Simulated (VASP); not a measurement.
# CuH₂ClO: harmonic vibrations of a molecule

CuH₂ClO, molecule in box, 5 atoms in the cell. PBE, harmonic vibrations; PAW potentials O, Cu, Cl, H (PBE set).

## Input

INCAR.step1:
```
PREC = Accurate
ENCUT = 400
EDIFF = 1E-8
ISMEAR = 0
SIGMA = 0.01
ISYM = 0
LREAL = False
LASPH = True
NELM = 100
ALGO = Normal
LWAVE = False
LCHARG = False
IBRION = 2
NSW = 150
ISIF = 2
EDIFFG = -0.005
POTIM = 0.5
```

INCAR.step2, as INCAR.step1 but for:
```
- IBRION = 2
- NSW = 150
- ISIF = 2
- EDIFFG = -0.005
- POTIM = 0.5
+ IBRION = 5
+ NFREE = 2
+ POTIM = 0.015
+ NSW = 1
```

KPOINTS:
```
k-points
0
Gamma
  1 1 1
```

POSCAR.step1:
```
CuH2ClO
1.0
   13.0000000000      0.0000000000      0.0000000000
    0.0000000000     12.0000000000      0.0000000000
    0.0000000000      0.0000000000     12.0000000000
O Cu Cl H
1 1 1 2
Direct
    0.4281923100      0.5971541700      0.4733000000
    0.5331846200      0.5020958300      0.5412250000
    0.6437230800      0.3999791700      0.6122083300
    0.3582769200      0.5781708300      0.4916000000
    0.4319307700      0.6035208300      0.3934583300
```

Commands (each step's output is kept before the next begins):
```
cat potpaw_PBE.64/O/POTCAR potpaw_PBE.64/Cu/POTCAR potpaw_PBE.64/Cl/POTCAR potpaw_PBE.64/H/POTCAR > POTCAR
cp INCAR.step1 INCAR
cp POSCAR.step1 POSCAR
mpirun -np 4 vasp_gam > vasp.out
cp CONTCAR POSCAR
cp INCAR.step2 INCAR
mpirun -np 4 vasp_gam > vasp.out
```

## Result

- Vibrations (cm⁻¹; a negative value is imaginary): 3753, 3657, 1571, 600, 460, 445, 356, 121, 119
- Zero-point energy (eV): 0.687
- Translations and rotations, which should read zero (cm⁻¹): -19, -17, -5, 2, 8, 26
- Vibrational entropy at 298 K (meV/K): 0.407
- Displaced cells: 30
- Ionic steps, all stages: 66
- Electronic steps, all stages: 1218

VASP 6.6.1 took 1538 s on 4 cores (Intel Xeon Platinum 8375C @ 2.90GHz (Ice Lake)), a shared host.
